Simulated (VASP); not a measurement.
# Sb2Pd with PBEsol: from relaxation to properties, part 4 of 6

Aim: relax Sb2Pd with PBEsol, compute its properties on that cell and hold them against experiment. The start is a cell from a database of measured crystal structures.

VASP 6.6.1, plane waves and PAW; the level of theory is named at each step.

Still holding for the runs below: The k-mesh is coarse for a metal.

So far. Step 4 (Band structure (PBEsol)): There is no gap at this level. Step 5 (Total and projected DOS (PBEsol)): The finer mesh and the other smearing move the Fermi level by -0.01 eV from the 4×4×4 run, a small shift, which tests the Fermi level alone. Of the states within 0.3 eV of the Fermi level, the largest shares in the PAW spheres are Sb p 29 %, Pd d 16 % and Pd p 10 %. The rest lies in smaller channels or between the spheres.

## (6) Band structure (PBEsol + SOC)

This step: PBEsol, spin-orbit coupling; plane waves and PAW (Sb, Pd) (VASP 6.6.1).

The mesh alone shows little of the dispersion and can miss band extrema, so KPOINTS_OPT adds a path through the symmetry points after the self-consistent cycle. Spin-orbit coupling needs spinors and the noncollinear program, where each band holds one electron.

INCAR

```
SYSTEM = Sb2Pd
PREC = Accurate
ENCUT = 400
EDIFF = 1E-06
NELM = 100
ISMEAR = 0
SIGMA = 0.05
LREAL = .FALSE.
ALGO = Normal
GGA = PS
LNONCOLLINEAR = .TRUE.
MAGMOM = 0 0 0 0 0 0 0 0 0 0 0 0 0 0 0 0 0 0 0 0 0 0 0 0 0 0 0 0 0 0 0 0 0 0 0 0
NBANDS = 104
GGA_COMPAT = .FALSE.
LASPH = .TRUE.
LSORBIT = .TRUE.
LMAXMIX = 4
LORBIT = 11
LWAVE = .FALSE.
LCHARG = .FALSE.
KPAR = 8
```

POSCAR

```
Sb2Pd
1.0
    6.4621170971      0.0000000000      0.0000000000
    0.0000000000      6.4621170971      0.0000000000
    0.0000000000      0.0000000000      6.4621170971
Sb Pd
8 4
Direct
    0.3722996310      0.3722996310      0.3722996310
    0.1277003690      0.6277003690      0.8722996310
    0.8722996310      0.1277003690      0.6277003690
    0.6277003690      0.8722996310      0.1277003690
    0.6277003690      0.6277003690      0.6277003690
    0.8722996310      0.3722996310      0.1277003690
    0.1277003690      0.8722996310      0.3722996310
    0.3722996310      0.1277003690      0.8722996310
    0.0000000000      0.0000000000      0.0000000000
    0.5000000000      0.0000000000      0.5000000000
    0.5000000000      0.5000000000      0.0000000000
    0.0000000000      0.5000000000      0.5000000000
```

KPOINTS

```
Automatic mesh
0
Gamma
4 4 4
0 0 0
```

KPOINTS_OPT

```
Line mode
12
Line-mode
Reciprocal
  0.00000000   0.00000000   0.00000000 GAMMA
  0.00000000   0.50000000   0.00000000 X

  0.00000000   0.50000000   0.00000000 X
  0.50000000   0.50000000   0.00000000 M

  0.50000000   0.50000000   0.00000000 M
  0.00000000   0.00000000   0.00000000 GAMMA

  0.00000000   0.00000000   0.00000000 GAMMA
  0.50000000   0.50000000   0.50000000 R

  0.50000000   0.50000000   0.50000000 R
  0.00000000   0.50000000   0.00000000 X

  0.50000000   0.50000000   0.00000000 M
  0.50000000   0.50000000   0.50000000 R
```

PAW data sets: Sb and Pd (PBE family, release 64).

Launch:

```sh
$ mpirun -np 8 vasp_ncl
```

The log of the run:

```text
[... set-up lines as in an earlier step ...]
 entering main loop
       N       E                     dE             d eps       ncg     rms          rms(c)
DAV:   1     0.411302691561E+03    0.41130E+03   -0.26610E+04  2288   0.107E+03
DAV:   2    -0.381307664119E+02   -0.44943E+03   -0.42394E+03  2568   0.231E+02
DAV:   3    -0.667222521820E+02   -0.28591E+02   -0.27544E+02  2656   0.601E+01
DAV:   4    -0.673139217640E+02   -0.59167E+00   -0.58618E+00  2584   0.913E+00
DAV:   5    -0.673250821011E+02   -0.11160E-01   -0.11156E-01  2552   0.138E+00    0.160E+01
DAV:   6    -0.664390825427E+02    0.88600E+00   -0.89311E+00  2368   0.200E+01    0.771E+00
DAV:   7    -0.657819995425E+02    0.65708E+00   -0.24526E+00  2360   0.116E+01    0.556E+00
DAV:   8    -0.656831084159E+02    0.98891E-01   -0.45648E-01  2416   0.221E+00    0.150E+00
DAV:   9    -0.656536617076E+02    0.29447E-01   -0.71575E-02  2400   0.179E+00    0.418E-01
DAV:  10    -0.656535800564E+02    0.81651E-04   -0.97655E-03  2344   0.355E-01    0.165E-01
DAV:  11    -0.656535410568E+02    0.39000E-04   -0.34756E-04  2472   0.731E-02    0.610E-02
DAV:  12    -0.656535341168E+02    0.69400E-05   -0.55658E-05  2424   0.278E-02    0.245E-02
DAV:  13    -0.656535296852E+02    0.44316E-05   -0.52715E-06  2360   0.123E-02    0.118E-02
DAV:  14    -0.656535283037E+02    0.13815E-05   -0.13084E-06  1376   0.589E-03    0.237E-03
DAV:  15    -0.656535281180E+02    0.18565E-06   -0.41450E-07  1144   0.251E-03
   1 F= -.65653528E+02 E0= -.65651766E+02  d E =-.352387E-02  mag=     0.0000     0.0000    -0.0000
 Start KPOINTS_OPT (optional k-point list driver)
k-point batch [1-11\72]
       N       E                     dE             ncg
DAV:   1     0.888793910652E+04    0.52287E+04     2288
DAV:   2     0.391458929144E+04   -0.49733E+04     2616
DAV:   3     0.363549293094E+04   -0.27910E+03     2576
DAV:   4     0.363041834572E+04   -0.50746E+01     2568
DAV:   5     0.363029764497E+04   -0.12070E+00     2688
DAV:   6     0.363029378492E+04   -0.38600E-02     2552
DAV:   7     0.363029357692E+04   -0.20800E-03     2840
DAV:   8     0.363029356788E+04   -0.90444E-05     2136
DAV:   9     0.363029356740E+04   -0.47793E-06     1592
[...]
k-point batch [67-72\72]
       N       E                     dE             ncg
DAV:   1     0.121883094216E+05   -0.47718E+04     1248
DAV:   2     0.953146485678E+04   -0.26568E+04     1368
DAV:   3     0.935578188039E+04   -0.17568E+03     1448
DAV:   4     0.935171566348E+04   -0.40662E+01     1352
DAV:   5     0.935164315376E+04   -0.72510E-01     1416
DAV:   6     0.935164111106E+04   -0.20427E-02     1328
DAV:   7     0.935164099877E+04   -0.11229E-03     1536
DAV:   8     0.935164099529E+04   -0.34845E-05     1104
DAV:   9     0.935164099511E+04   -0.17893E-06      720
```

Elapsed: 6.6 min, on 8 MPI ranks of Intel Xeon Platinum 8259CL at 2.50GHz (Skylake/Cascade Lake), shared host; peak memory 6.4 GiB; 53 min of CPU time.

Parts of OUTCAR (step 6):

```text
   k-points           NKPTS =     11   k-points in BZ     NKDIM =     11   number of bands    NBANDS=    104

   NELECT =      80.0000    total number of electrons

 E-fermi :   8.7096

 k-point     1 :       0.0000    0.0000    0.0000
  band No.  band energies     occupation
    ...
     82       8.3391      1.00000
     83       8.5670      0.99997
     84       8.5670      0.99997
     85       8.5670      0.99997
     86       8.5670      0.99997
     87       9.6117      0.00000
     88       9.6117      0.00000
     89      11.3759      0.00000
     90      11.3759      0.00000
     91      11.3759      0.00000
    ...

  Total        0.1139558      0.1139558      0.1139558     -0.0000000     -0.0000000      0.0000000
  in kB        0.6765852      0.6765852      0.6765852     -0.0000000     -0.0000000      0.0000000
  external PRESSURE =       0.6765852 kB  Pullay stress =       0.0000000 kB

 POSITION                                       TOTAL-FORCE (eV/Angst)
 -----------------------------------------------------------------------------------
      2.40584      2.40584      2.40584         0.003481      0.003481      0.003481
      0.82521      4.05627      5.63690        -0.003481     -0.003481      0.003481
      5.63690      0.82521      4.05627         0.003481     -0.003481     -0.003481
      4.05627      5.63690      0.82521        -0.003481      0.003481     -0.003481
      4.05627      4.05627      4.05627        -0.003481     -0.003481     -0.003481
      5.63690      2.40584      0.82521         0.003481      0.003481     -0.003481
      0.82521      5.63690      2.40584        -0.003481      0.003481      0.003481
      2.40584      0.82521      5.63690         0.003481     -0.003481      0.003481
      0.00000      0.00000      0.00000         0.000000      0.000000      0.000000
      3.23106      0.00000      3.23106         0.000000      0.000000      0.000000
      3.23106      3.23106      0.00000         0.000000      0.000000      0.000000
      0.00000      3.23106      3.23106         0.000000      0.000000      0.000000
 -----------------------------------------------------------------------------------
    total drift:                               -0.000000     -0.000000     -0.000000

  FREE ENERGIE OF THE ION-ELECTRON SYSTEM (eV)
  ---------------------------------------------------
  free  energy   TOTEN  =       -65.6535281180 eV

  energy  without entropy=      -65.6500042448  energy(sigma->0) =      -65.65176618

 Spin-Orbit-Coupling matrix elements
 Ion:    1  E_soc:     -0.1241191
 Ion:    2  E_soc:     -0.1241191
 Ion:    3  E_soc:     -0.1241191
 Ion:    4  E_soc:     -0.1241191
 Ion:    5  E_soc:     -0.1241191
 Ion:    6  E_soc:     -0.1241191
 Ion:    7  E_soc:     -0.1241191
 Ion:    8  E_soc:     -0.1241191
 Ion:    9  E_soc:     -0.0702957
 Ion:   10  E_soc:     -0.0702957
 Ion:   11  E_soc:     -0.0702957
 Ion:   12  E_soc:     -0.0702957

 magnetization (x)
# of ion       s       p       d       tot
------------------------------------------
    1        0.000   0.000  -0.000   0.000
    2       -0.000  -0.000   0.000  -0.000
    3        0.000   0.000  -0.000   0.000
    4       -0.000  -0.000   0.000  -0.000
    5        0.000   0.000  -0.000   0.000
    6       -0.000  -0.000   0.000  -0.000
    7        0.000   0.000  -0.000   0.000
    8       -0.000  -0.000   0.000  -0.000
    9        0.000   0.000   0.000   0.000
   10       -0.000  -0.000  -0.000  -0.000
   11        0.000   0.000   0.000   0.000
   12       -0.000  -0.000  -0.000  -0.000
--------------------------------------------------
tot         -0.000   0.000   0.000  -0.000

 magnetization (y)
# of ion       s       p       d       tot
------------------------------------------
    1        0.000   0.000  -0.000   0.000
    2       -0.000  -0.000   0.000  -0.000
    3       -0.000  -0.000   0.000  -0.000
    4        0.000   0.000  -0.000   0.000
    5        0.000   0.000  -0.000   0.000
    6       -0.000  -0.000   0.000  -0.000
    7       -0.000  -0.000   0.000  -0.000
    8        0.000   0.000  -0.000   0.000
    9        0.000   0.000   0.000   0.000
   10       -0.000  -0.000  -0.000  -0.000
   11       -0.000  -0.000  -0.000  -0.000
   12        0.000   0.000   0.000   0.000
--------------------------------------------------
tot          0.000   0.000   0.000   0.000

 magnetization (z)
# of ion       s       p       d       tot
------------------------------------------
    1        0.000   0.000  -0.000   0.000
    2        0.000   0.000  -0.000   0.000
    3       -0.000  -0.000   0.000  -0.000
    4       -0.000  -0.000   0.000  -0.000
    5        0.000   0.000  -0.000   0.000
    6        0.000   0.000  -0.000   0.000
    7       -0.000  -0.000   0.000  -0.000
    8       -0.000  -0.000   0.000  -0.000
    9        0.000   0.000   0.000   0.000
   10        0.000   0.000   0.000   0.000
   11       -0.000  -0.000  -0.000  -0.000
   12       -0.000  -0.000  -0.000  -0.000
--------------------------------------------------
tot         -0.000  -0.000   0.000  -0.000

[... 8 parts as in an earlier step ...]

[... 8 further parts left out ...]
```

Numbers from this step:

```
SCF cycles              : 15
bands                   : 104
irreducible k-points    : 11
free energy (TOTEN)     : -65.6535 eV
energy at zero smearing : -65.6518 eV
Fermi energy            : 8.710 eV
pressure                : 0.06766 GPa
```

On-site spin-orbit energy by atom:

| atom | on-site spin-orbit energy (eV) |
| --- | --- |
| Sb1 | -0.124 |
| Sb2 | -0.124 |
| Sb3 | -0.124 |
| Sb4 | -0.124 |
| Sb5 | -0.124 |
| Sb6 | -0.124 |
| Sb7 | -0.124 |
| Sb8 | -0.124 |
| Pd9 | -0.070 |
| Pd10 | -0.070 |
| Pd11 | -0.070 |
| Pd12 | -0.070 |

The electronic bands at the labelled points (eV, zero at the Fermi level; # counts the bands kept, so #1 is VASP's band 9):

| point | #71 | #72 | #73 | #74 | #75 | #76 | #77 | #78 |
| --- | --- | --- | --- | --- | --- | --- | --- | --- |
| Γ | -0.46 | -0.46 | -0.37 | -0.37 | -0.14 | -0.14 | -0.14 | -0.14 |
| 0.45 of the way | -0.19 | -0.19 | -0.10 | -0.10 | 0.02 | 0.02 | 0.40 | 0.40 |
| X | -0.58 | -0.58 | 0.53 | 0.53 | 0.53 | 0.53 | 1.30 | 1.30 |
| 0.55 of the way | -0.33 | -0.33 | 0.77 | 0.77 | 0.77 | 0.77 | 1.10 | 1.10 |
| M | -0.61 | -0.61 | 1.50 | 1.50 | 1.50 | 1.50 | 1.53 | 1.53 |
| 0.55 of the way | 0.03 | 0.03 | 0.12 | 0.12 | 0.51 | 0.51 | 0.55 | 0.55 |
| Γ | -0.46 | -0.46 | -0.37 | -0.37 | -0.14 | -0.14 | -0.14 | -0.14 |
| 0.45 of the way | -0.43 | -0.43 | 0.49 | 0.49 | 1.08 | 1.08 | 1.12 | 1.12 |
| R | -0.34 | -0.34 | -0.30 | -0.30 | -0.30 | -0.30 | -0.30 | -0.30 |
| 0.45 of the way | -0.64 | -0.64 | 0.80 | 0.80 | 0.85 | 0.85 | 1.36 | 1.36 |
| X | -0.58 | -0.58 | 0.53 | 0.53 | 0.53 | 0.53 | 1.30 | 1.30 |
| jump to M | -0.61 | -0.61 | 1.50 | 1.50 | 1.50 | 1.50 | 1.53 | 1.53 |
| 0.45 of the way | -0.61 | -0.61 | 0.76 | 0.76 | 0.77 | 0.77 | 0.78 | 0.78 |
| R | -0.34 | -0.34 | -0.30 | -0.30 | -0.30 | -0.30 | -0.30 | -0.30 |

Of the projections kept (Sb, Pd), the largest for each band there; the rest of the weight can lie on other orbitals:

| point | #71 | #72 | #73 | #74 | #75 | #76 | #77 | #78 |
| --- | --- | --- | --- | --- | --- | --- | --- | --- |
| Γ | Pd 0.72 | Pd 0.72 | Sb 0.72 | Sb 0.72 | Sb 0.74 | Sb 0.74 | Sb 0.74 | Sb 0.74 |
| X | Sb 0.60 | Sb 0.60 | Pd 0.53 | Pd 0.53 | Pd 0.53 | Pd 0.53 | Sb 0.63 | Sb 0.63 |
| M | Sb 0.53 | Sb 0.53 | Sb 0.63 | Sb 0.63 | Sb 0.64 | Sb 0.64 | Sb 0.58 | Sb 0.58 |
| Γ | Pd 0.72 | Pd 0.72 | Sb 0.72 | Sb 0.72 | Sb 0.74 | Sb 0.74 | Sb 0.74 | Sb 0.74 |
| R | Sb 0.70 | Sb 0.70 | Pd 0.66 | Pd 0.66 | Pd 0.66 | Pd 0.66 | Pd 0.66 | Pd 0.66 |
| X | Sb 0.60 | Sb 0.60 | Pd 0.53 | Pd 0.53 | Pd 0.53 | Pd 0.53 | Sb 0.63 | Sb 0.64 |

There is no gap at this level.

Of the bands kept, 10 cross the Fermi level on this path (spinor bands, one electron each).

## (7) Volume scan with PBEsol, volume scale 0.94

This step: PBEsol; plane waves and PAW (Sb, Pd) (VASP 6.6.1).

An equation of state needs energies on both sides of the minimum, all on one mesh and cutoff.

INCAR

```
SYSTEM = Sb2Pd
PREC = Accurate
ENCUT = 400
EDIFF = 1E-06
NELM = 100
ISMEAR = 0
SIGMA = 0.05
LREAL = .FALSE.
ALGO = Normal
GGA = PS
NBANDS = 52
LASPH = .TRUE.
LORBIT = 11
LWAVE = .FALSE.
LCHARG = .FALSE.
KPAR = 8
ISIF = 2
```

Changes to POSCAR since step 6:

```diff
@@ -2,5 +2,5 @@
 1.0
-    6.4621170971      0.0000000000      0.0000000000
-    0.0000000000      6.4621170971      0.0000000000
-    0.0000000000      0.0000000000      6.4621170971
+    6.3302001412      0.0000000000      0.0000000000
+    0.0000000000      6.3302001412      0.0000000000
+    0.0000000000      0.0000000000      6.3302001412
 Sb Pd
```

KPOINTS is that of step 6.

Launch:

```sh
$ mpirun -np 8 vasp_std
```

The log of the run:

```text
[... set-up lines as in an earlier step ...]
 entering main loop
       N       E                     dE             d eps       ncg     rms          rms(c)
DAV:   1     0.424435515652E+03    0.42444E+03   -0.26832E+04  1144   0.107E+03
DAV:   2    -0.382446891284E+02   -0.46268E+03   -0.43837E+03  1280   0.237E+02
DAV:   3    -0.659201047146E+02   -0.27675E+02   -0.26618E+02  1324   0.595E+01
DAV:   4    -0.665050989889E+02   -0.58499E+00   -0.58078E+00  1308   0.904E+00
DAV:   5    -0.665146714376E+02   -0.95724E-02   -0.95673E-02  1256   0.133E+00    0.168E+01
DAV:   6    -0.654399047479E+02    0.10748E+01   -0.92606E+00  1188   0.206E+01    0.755E+00
DAV:   7    -0.647972688988E+02    0.64264E+00   -0.25351E+00  1184   0.118E+01    0.572E+00
DAV:   8    -0.646800558000E+02    0.11721E+00   -0.40529E-01  1208   0.229E+00    0.101E+00
DAV:   9    -0.646574185628E+02    0.22637E-01   -0.69021E-02  1212   0.175E+00    0.255E-01
DAV:  10    -0.646578327362E+02   -0.41417E-03   -0.70540E-03  1164   0.360E-01    0.117E-01
DAV:  11    -0.646578709988E+02   -0.38263E-04   -0.43872E-04  1288   0.138E-01    0.695E-02
DAV:  12    -0.646578327550E+02    0.38244E-04   -0.12144E-04  1180   0.799E-02    0.390E-02
DAV:  13    -0.646578311201E+02    0.16350E-05   -0.10311E-05  1196   0.106E-02    0.399E-03
DAV:  14    -0.646578314054E+02   -0.28535E-06   -0.37887E-07   572   0.328E-03
   1 F= -.64657831E+02 E0= -.64654888E+02  d E =-.588755E-02
```

It took 24 s on 8 MPI ranks; peak memory 2.5 GiB; 3.1 min of CPU time.

From OUTCAR (step 7):

```text
   ENCUT  =  400.0 eV  29.40 Ry    5.42 a.u.  10.32 10.32 10.32*2*pi/ulx,y,z

   NELECT =      80.0000    total number of electrons

 E-fermi :   9.6492

 k-point     1 :       0.0000    0.0000    0.0000
  band No.  band energies     occupation
    ...
     39       9.1545      2.00000
     40       9.1545      2.00000
     41       9.3671      2.00000
     42       9.3671      2.00000
     43       9.3671      2.00000
     44      10.4249      0.00000
     45      12.4598      0.00000
     46      12.4598      0.00000
     47      12.4598      0.00000
     48      14.2021      0.00000
    ...

  Total       11.8761611     11.8761611     11.8761611      0.0000000     -0.0000000      0.0000000
  in kB       75.0126207     75.0126207     75.0126207      0.0000000     -0.0000000      0.0000000
  external PRESSURE =      75.0126207 kB  Pullay stress =       0.0000000 kB

 POSITION                                       TOTAL-FORCE (eV/Angst)
 -----------------------------------------------------------------------------------
      2.35673      2.35673      2.35673        -0.045949     -0.045949     -0.045949
      0.80837      3.97347      5.52183         0.045949      0.045949     -0.045949
      5.52183      0.80837      3.97347        -0.045949      0.045949      0.045949
      3.97347      5.52183      0.80837         0.045949     -0.045949      0.045949
      3.97347      3.97347      3.97347         0.045949      0.045949      0.045949
      5.52183      2.35673      0.80837        -0.045949     -0.045949      0.045949
      0.80837      5.52183      2.35673         0.045949     -0.045949     -0.045949
      2.35673      0.80837      5.52183        -0.045949      0.045949     -0.045949
      0.00000      0.00000      0.00000         0.000000      0.000000      0.000000
      3.16510      0.00000      3.16510         0.000000      0.000000      0.000000
      3.16510      3.16510      0.00000         0.000000      0.000000      0.000000
      0.00000      3.16510      3.16510         0.000000      0.000000      0.000000
 -----------------------------------------------------------------------------------
    total drift:                               -0.000000     -0.000000     -0.000000

  FREE ENERGIE OF THE ION-ELECTRON SYSTEM (eV)
  ---------------------------------------------------
  free  energy   TOTEN  =       -64.6578314054 eV

  energy  without entropy=      -64.6519438589  energy(sigma->0) =      -64.65488763

[... 5 parts as in an earlier step ...]

[... 11 further parts left out ...]
```

The scan keeps the cell's shape and the fractional positions fixed.

Numbers from this step:

- SCF cycles: 14
- bands: 52
- free energy (TOTEN): -64.6578 eV
- energy at zero smearing: -64.6549 eV
- Fermi energy: 9.649 eV
- pressure: 7.501 GPa

The pressure here is 7.50 GPa.

[end of part 4 of 6]

[Lines on the potential files, build, host, timing and source positions are cut from VASP's logs without a mark.]

[Logs are printed without paths, hosts, clocks, repeated set-up lines and the standing remarks that a program may print on its own settings, such as how far it seeks lower states.]

[Hosts, paths, dates, database ids (printed as entryN), source tags and the programs' standing remarks are cut or masked in the printed files.]

[A measured line is paired with the nearest computed mode of its activity, which favours agreement.]
